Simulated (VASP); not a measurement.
OSZICAR of a VASP run on TiCo (CsCl type):

OSZICAR:
```
       N       E                     dE             d eps       ncg     rms          rms(c)
DAV:   1     0.147425058975E+03    0.14743E+03   -0.10008E+04  2352   0.179E+03
DAV:   2    -0.866136131014E+01   -0.15609E+03   -0.15334E+03  2388   0.401E+02
DAV:   3    -0.176515566114E+02   -0.89902E+01   -0.89162E+01  3718   0.107E+02
DAV:   4    -0.179054173200E+02   -0.25386E+00   -0.25291E+00  2864   0.149E+01
DAV:   5    -0.179160522033E+02   -0.10635E-01   -0.10634E-01  3472   0.283E+00    0.133E+01
DAV:   6    -0.161256894154E+02    0.17904E+01   -0.13609E+01  2940   0.563E+01    0.699E+00
DAV:   7    -0.183080142898E+02   -0.21823E+01   -0.28193E+01  3836   0.508E+01    0.224E+01
DAV:   8    -0.156181598631E+02    0.26899E+01   -0.15980E+01  3518   0.390E+01    0.166E+00
DAV:   9    -0.156491887414E+02   -0.31029E-01   -0.28706E-01  3228   0.531E+00    0.189E+00
DAV:  10    -0.156341627995E+02    0.15026E-01   -0.88990E-02  3518   0.376E+00    0.455E-01
DAV:  11    -0.156327226433E+02    0.14402E-02   -0.72358E-03  2976   0.104E+00    0.268E-01
DAV:  12    -0.156322903914E+02    0.43225E-03   -0.16927E-03  3670   0.364E-01    0.783E-02
DAV:  13    -0.156322201511E+02    0.70240E-04   -0.18893E-04  2838   0.130E-01    0.374E-02
DAV:  14    -0.156322116611E+02    0.84899E-05   -0.57462E-05  3352   0.661E-02    0.622E-03
DAV:  15    -0.156322118334E+02   -0.17225E-06   -0.30691E-06  2638   0.233E-02    0.116E-03
DAV:  16    -0.156322119596E+02   -0.12622E-06   -0.12589E-07  1956   0.432E-03    0.499E-04
DAV:  17    -0.156322119472E+02    0.12370E-07   -0.15691E-08  1338   0.176E-03
   1 F= -.15469887E+02 E0= -.15469377E+02  d E =-.154699E+02
```

Problem. Which electronic solver shows in the log?

Solution. It is blocked Davidson (ALGO = Normal, or the opening steps of other solvers). The INCAR had ALGO = Normal.

Problem. How was spin treated?

Solution. Without spin polarisation: there is no mag entry.

Problem. Can the final energy be trusted as converged?

Solution. The run converged. It stopped with EDIFF = 1E-7, NELM = 100, NSW = 40 and EDIFFG = -0.01 after 1 ionic step (PBE GGA, plane waves, VASP's PBE PAW potentials (set 64)).

The compound is TiCo in the CsCl type structure. It was relaxed first under an external pressure of 1 GPa. The run is not spin-polarised, so no magnetic state was tried. The electron count is odd and the run is not spin-polarised, which forces a metal.
